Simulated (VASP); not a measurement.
Calculation: r2SCAN meta-GGA, VASP's PBE PAW potentials (set 64) (plane waves; VASP).

VASP input:

### INCAR
```
ISIF = 2   ! forces and stress, cell fixed
LMAXMIX = 4   ! l cut-off of mixed one-centre charges
EDIFFG = -0.03
ISMEAR = 1   ! Methfessel-Paxton
LORBIT = 10
PREC = Normal
EDIFF = 1E-5   ! SCF stop (eV)
LMIXTAU = .TRUE.
ISPIN = 2
LWAVE = .TRUE.
METAGGA = R2SCAN
LCHARG = .FALSE.
SYSTEM = Ni(111) slab
NSW = 50   ! most ionic steps
MAGMOM = 5*0.8
IDIPOL = 3
DIPOL = 0.5 0.5 0.5
NELM = 100   ! most electronic steps
NELMIN = 4
LASPH = .TRUE.   ! aspherical one-centre terms
LDIPOL = .TRUE.
IBRION = 2   ! conjugate gradients
LREAL = .FALSE.   ! projection in real space or not
ENCUT = 400   ! plane-wave cut-off (eV)
ALGO = Normal
SIGMA = 0.1   ! width (eV)
```

**POSCAR**
```
Ni(111) slab
1.0
  2.4619225227   0.0000000000   0.0000000000
 -1.2309612614   2.1320873613   0.0000000000
  0.0000000000   0.0000000000  24.8874781023
Ni
5
direct
  0.6666670000   0.3333330000   0.3384610000
  0.3333330000   0.6666670000   0.4192300000
  0.0000000000   0.0000000000   0.5000000000
  0.6666670000   0.3333330000   0.5807700000
  0.3333330000   0.6666670000   0.6615390000
```

File KPOINTS:
```
Automatic
0
gamma
 13 13 1
```

POTCAR, in this order: Ni (PBE.64 set). Program: vasp_std.

Problem. What will the output report for the number of irreducible k-points (NKPTS), largest plane-wave count, number of space-group operations, FFT grid (NGX, NGY, NGZ)?

Solution. 
```json
{
 "number of irreducible k-points (NKPTS)": "21",
 "largest_plane_wave_count": "2405",
 "number_of_space_group_operations": "12",
 "FFT grid (NGX, NGY, NGZ)": "12 × 12 × 126"
}
```

The cell is a thin slab with vacuum, built from Ni (fcc): (111) face.
